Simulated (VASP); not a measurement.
Method: r2SCAN meta-GGA, VASP's PBE PAW potentials (set 64) (plane waves; VASP).

The input files of a VASP run:

### POSCAR
```
Mg
1
    0.0000000000     2.2444261814     2.2444261814
    2.2444261814     0.0000000000     2.2444261814
    2.2444261814     2.2444261814     0.0000000000
Mg
1
Direct
  0.0000000000   0.0000000000   0.0000000000
```

KPOINTS:
```
Automatic mesh
0
Gamma
16 16 16
0 0 0
```

### INCAR
```
LASPH=.TRUE.
EDIFF=1E-7
METAGGA=R2SCAN
ENCUT=400
LORBIT=11
LCHARG=.FALSE.
ALGO=Normal   ! blocked Davidson
ISMEAR=-5
NEDOS=601
PREC=Accurate
LREAL=.FALSE.   ! projection in real space or not
LWAVE=.FALSE.
ISIF=2   ! forces and stress, cell fixed
LMIXTAU=.TRUE.
SYSTEM=Mg
NELM=100   ! most electronic steps
```

### KPOINTS_OPT
```
k-points along high-symmetry lines
10
Line-mode
Reciprocal
  0.000000   0.000000   0.000000 ! GAMMA
  0.500000   0.000000   0.500000 ! X

  0.500000   0.000000   0.500000 ! X
  0.625000   0.250000   0.625000 ! U

  0.375000   0.375000   0.750000 ! K
  0.000000   0.000000   0.000000 ! GAMMA

  0.000000   0.000000   0.000000 ! GAMMA
  0.500000   0.500000   0.500000 ! L

  0.500000   0.500000   0.500000 ! L
  0.500000   0.250000   0.750000 ! W

  0.500000   0.250000   0.750000 ! W
  0.500000   0.000000   0.500000 ! X
```

POTCAR, in this order: Mg (PBE.64 set). Program: vasp_std.

What VASP printed:

File OUTCAR:
```
 ion  position               nearest neighbor table
   1  0.000  0.000  0.000-
  LATTYP: Found a face centered cubic cell.
 ALAT       =     4.4888523628
 Subroutine PRICEL returns:
 Original cell was already a primitive cell.
 Subroutine GETGRP returns: Found 48 space group operations
The static configuration has the point symmetry O_h .
The dynamic configuration has the point symmetry O_h .
 Subroutine INISYM returns: Found 48 space group operations
 Subroutine IBZKPT returns following result:
 Found    145 irreducible k-points:

 Following reciprocal coordinates:
            Coordinates               Weight
  0.000000  0.000000  0.000000      1.000000
  0.062500  0.000000  0.000000      8.000000
  0.125000  0.000000  0.000000      8.000000
  0.187500  0.000000  0.000000      8.000000
  0.250000  0.000000  0.000000      8.000000
  0.312500  0.000000  0.000000      8.000000
  0.375000  0.000000  0.000000      8.000000
  0.437500  0.000000  0.000000      8.000000
  0.500000  0.000000  0.000000      4.000000
  0.062500  0.062500  0.000000      6.000000
  0.125000  0.062500  0.000000     24.000000
  0.187500  0.062500  0.000000     24.000000
  0.250000  0.062500  0.000000     24.000000
  0.312500  0.062500  0.000000     24.000000
  0.375000  0.062500  0.000000     24.000000
  0.437500  0.062500  0.000000     24.000000
  0.500000  0.062500  0.000000     24.000000
 -0.437500  0.062500  0.000000     24.000000
 -0.375000  0.062500  0.000000     24.000000
 -0.312500  0.062500  0.000000     24.000000
 -0.250000  0.062500  0.000000     24.000000
 -0.187500  0.062500  0.000000     24.000000
 -0.125000  0.062500  0.000000     24.000000
 -0.062500  0.062500  0.000000     12.000000
  0.125000  0.125000  0.000000      6.000000
...
```

OSZICAR:
```
       N       E                     dE             d eps       ncg     rms          rms(c)
DAV:   1    -0.345424518215E+01   -0.34542E+01   -0.65123E+02  1655   0.213E+02
DAV:   2    -0.414739562525E+01   -0.69315E+00   -0.66784E+00  1945   0.146E+01
DAV:   3    -0.415123125591E+01   -0.38356E-02   -0.38431E-02  1800   0.131E+00
DAV:   4    -0.415125024212E+01   -0.18986E-04   -0.19102E-04  1920   0.727E-02
DAV:   5    -0.415125039023E+01   -0.14811E-06   -0.14981E-06  1760   0.511E-03    0.660E-01
DAV:   6    -0.412707503361E+01    0.24175E-01   -0.71803E-02  1710   0.150E+00    0.497E-01
DAV:   7    -0.423641533095E+01   -0.10934E+00   -0.26208E-02  1460   0.995E-01    0.275E-01
DAV:   8    -0.413215365256E+01    0.10426E+00   -0.40765E-02  1450   0.102E+00    0.363E-02
DAV:   9    -0.413342294858E+01   -0.12693E-02   -0.13869E-03  1805   0.255E-01    0.473E-02
DAV:  10    -0.412995799478E+01    0.34650E-02   -0.24048E-03  1560   0.303E-01    0.183E-02
DAV:  11    -0.412996652396E+01   -0.85292E-05   -0.79766E-04  1715   0.158E-01    0.187E-02
DAV:  12    -0.413031424592E+01   -0.34772E-03   -0.22889E-05  1495   0.466E-02    0.136E-02
DAV:  13    -0.412983265653E+01    0.48159E-03   -0.47320E-05  1470   0.395E-02    0.861E-03
DAV:  14    -0.412981355869E+01    0.19098E-04   -0.38029E-05  1645   0.389E-02    0.518E-03
DAV:  15    -0.412981526895E+01   -0.17103E-05   -0.15736E-06  1580   0.759E-03    0.375E-03
DAV:  16    -0.412981743065E+01   -0.21617E-05   -0.10789E-06  1500   0.557E-03    0.786E-04
DAV:  17    -0.412981980867E+01   -0.23780E-05   -0.34856E-07  1560   0.274E-03    0.599E-04
DAV:  18    -0.412981944415E+01    0.36453E-06   -0.15699E-08   795   0.787E-04    0.270E-04
DAV:  19    -0.412981908007E+01    0.36408E-06   -0.92876E-09   770   0.480E-04    0.369E-05
DAV:  20    -0.412981890133E+01    0.17874E-06   -0.16979E-09   755   0.251E-04    0.229E-05
DAV:  21    -0.412981891327E+01   -0.11937E-07   -0.20667E-10   745   0.140E-04
   1 F= -.41298189E+01 E0= -.41298189E+01  d E =0.000000E+00
       N       E                     dE             ncg
```

### OUTCAR
```
------------------------ aborting loop because EDIFF is reached ----------------------------------------
  FORCE on cell =-STRESS in cart. coord.  units (eV):
  Direction    XX          YY          ZZ          XY          YZ          ZX
  --------------------------------------------------------------------------------------
  Total       -0.0251641     -0.0251641     -0.0251641      0.0000000     -0.0000000     -0.0000000
  in kB       -1.7829798     -1.7829798     -1.7829798      0.0000000     -0.0000000     -0.0000000
  external PRESSURE =      -1.7829798 kB  Pullay stress =       0.0000000 kB
  volume of cell :       22.61
      direct lattice vectors                 reciprocal lattice vectors
     0.000000000  2.244426181  2.244426181    -0.222774090  0.222774090  0.222774090
     2.244426181  0.000000000  2.244426181     0.222774090 -0.222774090  0.222774090
     2.244426181  2.244426181  0.000000000     0.222774090  0.222774090 -0.222774090
 POSITION                                       TOTAL-FORCE (eV/Angst)
 -----------------------------------------------------------------------------------
      0.00000      0.00000      0.00000        -0.000000     -0.000000     -0.000000
 -----------------------------------------------------------------------------------
    total drift:                                0.000000      0.000000      0.000000
  FREE ENERGIE OF THE ION-ELECTRON SYSTEM (eV)
  ---------------------------------------------------
  free  energy   TOTEN  =        -4.1298189133 eV

  energy  without entropy=       -4.1298189133  energy(sigma->0) =       -4.12981891

 total charge

# of ion       s       p       d       tot
------------------------------------------
    1        0.196   0.131   0.011   0.338
```
(Selected blocks of OUTCAR.)

For a metal the tetrahedron method with Blöchl corrections gives inexact stress and forces.

The structure was generated: Mg was put into the fcc type (Fm-3m), which need not be its known phase. It was relaxed first.
